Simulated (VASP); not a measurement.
LaB2Rh3:

```
La B Rh
1.0
     5.48300    0.00000    0.00000
    -2.74150    4.74842    0.00000
     0.00000    0.00000    3.14100
La B Rh
1 2 3
Cartesian
  0.0000 0.0000 0.0000
  0.0000 3.1656 0.0000
  2.7415 1.5828 0.0000
  2.7415 0.0000 1.5705
  1.3707 2.3742 1.5705
  -1.3707 2.3742 1.5705
```

```yaml
Program: VASP 6.6.1
Task: relaxation of cell and atoms
Functional: PBEsol
Potentials_or_basis: VASP PAW PBE potentials, release 64 (La, B, Rh_pv)
Cutoff: 600 eV
k_mesh: 9 × 9 × 12
Occupations: gaussian, width 0.1 eV
Spin: no spin polarisation
```

At the start: pressure -4.4 GPa; volume 13.63 Å³/atom.

Task: Where does the relaxation end?

Result: Over 7 steps the energy falls by 4.1 meV/atom and the volume is 13.34 Å³/atom (-2.1 %); space group P6/mmm (No. 191, to 0.05 Å).

Step by step:
```tsv
step	energy change (eV)	largest force (eV/Å)	pressure (GPa)	volume (Å³)
1	0.0000	0.0000	-4.45	81.78
2	0.0415	0.0000	8.10	77.38
3	-0.0243	0.0000	-0.05	80.08
4	-0.0243	0.0000	0.05	80.04
5	-0.0243	0.0000	-0.07	80.08
6	-0.0243	0.0000	-0.03	80.07
7	-0.0243	0.0000	-0.01	80.06
```

Final structure:
```
CELL_PARAMETERS angstrom
5.44460 0.00000 0.00000
-2.72230 4.71516 0.00000
0.00000 0.00000 3.11859
ATOMIC_POSITIONS crystal
La 0.00000 0.00000 0.00000
B 0.33333 0.66667 0.00000
B 0.66667 0.33333 0.00000
Rh 0.50000 0.00000 0.50000
Rh 0.50000 0.50000 0.50000
Rh 0.00000 0.50000 0.50000
```

Caveat: the PAW data sets were made with another functional, which shifts forces and pressure a little.
